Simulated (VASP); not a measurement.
Write the native input for VASP 6.6.1 that does the following.

| Property | Result |
| --- | --- |
| Task | relaxation of cell and atoms |
| Functional | PBEsol |
| Potentials or basis | VASP PAW PBE potentials, release 64 (Mo_sv) |
| Cutoff | 600 eV |
| k mesh | 16 × 16 × 16 |
| Occupations | methfessel-paxton, width 0.1 eV |
| Spin | no spin polarisation |
| Further INCAR settings | ALGO = Normal; EDIFF = 1e-07; IBRION = 2; EDIFFG = -0.005; NSW = 90; ISIF = 3 |

The structure of Mo lies in POSCAR:

```
Mo                                      
1.0
   -1.5654746322      1.5654746322      1.5654746322
    1.5654746322     -1.5654746322      1.5654746322
    1.5654746322      1.5654746322     -1.5654746322
  Mo            
     1
Direct
     0.0000000000000000    0.0000000000000000    0.0000000000000000
```

These files were run (other wordings do the same):

INCAR

```
ALGO = Normal
EDIFF = 1E-7
EDIFFG = -0.005
ENCUT = 600
GGA = PS
IBRION = 2
ISIF = 3
ISMEAR = 1
LASPH = True
LCHARG = False
LREAL = False
LWAVE = False
NELM = 80
NSW = 90
PREC = Accurate
SIGMA = 0.1
```

KPOINTS

```
k-points
0
Gamma
  16 16 16
```

Potentials or basis: VASP PAW PBE potentials, release 64 (Mo_sv).

Command:

```bash
$ cat potpaw_PBE.64/Mo_sv/POTCAR > POTCAR
$ mpirun -np 1 vasp_std > vasp.out
```

It gave:

```
Relaxed volume                         : 15.34 Å³/atom
Relaxed cell                           : a = 2.711 Å, b = 2.711 Å, c = 2.711 Å, α = 109.47°, β = 109.47°, γ = 109.47°
Space group after relaxing (to 0.05 Å) : Im-3m (No. 229)
Energy gained by relaxing              : 0.0 meV/atom
Ionic steps                            : 3
Pressure after relaxing                : 0.0 GPa
Band gap on the k mesh                 : none (metal or under the smearing width)
```

Caveat: the PAW data sets were made with another functional, which shifts forces and pressure a little.

Run time: 34 s on 1 thread of Intel(R) Xeon(R) Platinum 8175M CPU @ 2.50GHz (Skylake/Cascade Lake), on a shared host, peak memory 0.17 GiB.
